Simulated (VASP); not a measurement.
The input files of a VASP run:

### POSCAR
```
In5AgS8
1
    0.0000000000     5.4395775687     5.4395775687
    5.4395775687     0.0000000000     5.4395775687
    5.4395775687     5.4395775687     0.0000000000
In Ag S
5 1 8
Direct
  0.0000000000   0.0000000000   0.0000000000
  0.6189967528   0.1430097416   0.6189967528
  0.6189967528   0.6189967528   0.6189967528
  0.1430097416   0.6189967528   0.6189967528
  0.6189967528   0.6189967528   0.1430097416
  0.2500000000   0.2500000000   0.2500000000
  0.3822452917   0.3822452917   0.3822452917
  0.8532641251   0.3822452917   0.3822452917
  0.3822452917   0.3822452917   0.8532641251
  0.3822452917   0.8532641251   0.3822452917
  0.8661018841   0.4016943477   0.8661018841
  0.8661018841   0.8661018841   0.8661018841
  0.4016943477   0.8661018841   0.8661018841
  0.8661018841   0.8661018841   0.4016943477
```

### KPOINTS
```
Automatic mesh
0
Gamma
3 3 3
0 0 0
```

**INCAR**
```
# general
SYSTEM  = In5AgS8
PREC    = Accurate
ENCUT   = 400
LREAL   = Auto
LASPH   = .TRUE.

# electronic loop
EDIFF   = 1E-6
NELM    = 100
ALGO    = Normal
LMAXMIX = 4
LMIXTAU = .TRUE.

# smearing
ISMEAR  = 0
SIGMA   = 0.05

# functional
METAGGA = R2SCAN

# ions
IBRION  = 2
NSW     = 60
ISIF    = 3
EDIFFG  = -0.02

# output
LWAVE   = .FALSE.
LCHARG  = .FALSE.
```

POTCAR, in this order: In_d Ag S (PBE.64 set). Program: vasp_std.

Task: Translate this r2SCAN calculation to Ansatz.

Result: One equivalent input (not run):
Ansatz 0.2 input:
```yaml
crystal:
  lattice:
    - [0.0000000, 5.4395776, 5.4395776]
    - [5.4395776, 0.0000000, 5.4395776]
    - [5.4395776, 5.4395776, 0.0000000]
  atoms:
    - { symbol: In, position: [0.0000000, 0.0000000, 0.0000000] }
    - { symbol: In, position: [0.6189968, 0.1430097, 0.6189968] }
    - { symbol: In, position: [0.6189968, 0.6189968, 0.6189968] }
    - { symbol: In, position: [0.1430097, 0.6189968, 0.6189968] }
    - { symbol: In, position: [0.6189968, 0.6189968, 0.1430097] }
    - { symbol: Ag, position: [0.2500000, 0.2500000, 0.2500000] }
    - { symbol: S, position: [0.3822453, 0.3822453, 0.3822453] }
    - { symbol: S, position: [0.8532641, 0.3822453, 0.3822453] }
    - { symbol: S, position: [0.3822453, 0.3822453, 0.8532641] }
    - { symbol: S, position: [0.3822453, 0.8532641, 0.3822453] }
    - { symbol: S, position: [0.8661019, 0.4016943, 0.8661019] }
    - { symbol: S, position: [0.8661019, 0.8661019, 0.8661019] }
    - { symbol: S, position: [0.4016943, 0.8661019, 0.8661019] }
    - { symbol: S, position: [0.8661019, 0.8661019, 0.4016943] }
kpoints:
  mp_grid: { grid: [3, 3, 3] }
hamiltonian:
  xc: r2scan
  pseudopotentials: { kind: paw }
scf:
  occupations: { method: gaussian, width: 0.05 }
  max_iter: 100
relax:
  max_steps: 60
  f_tol: 0.02
  cell: {}
output: { forces: true, stress: true, eigenvalues: true }
```
What does not carry over: each code has its own PAW files, so the cut-off isn't converted (ENCUT is set for VASP's; basis.ecutwfc is left out, and Ansatz then takes the one that its files recommend); Ansatz stops its SCF on the density residual and VASP on the energy change (EDIFF).

The structure comes from a computed database's In5AgS8 entry (F-43m); how it stands against other phases isn't given here. This run relaxes it. Symmetry was kept, so distortions that lower it aren't found. The start is the result of an earlier pass.
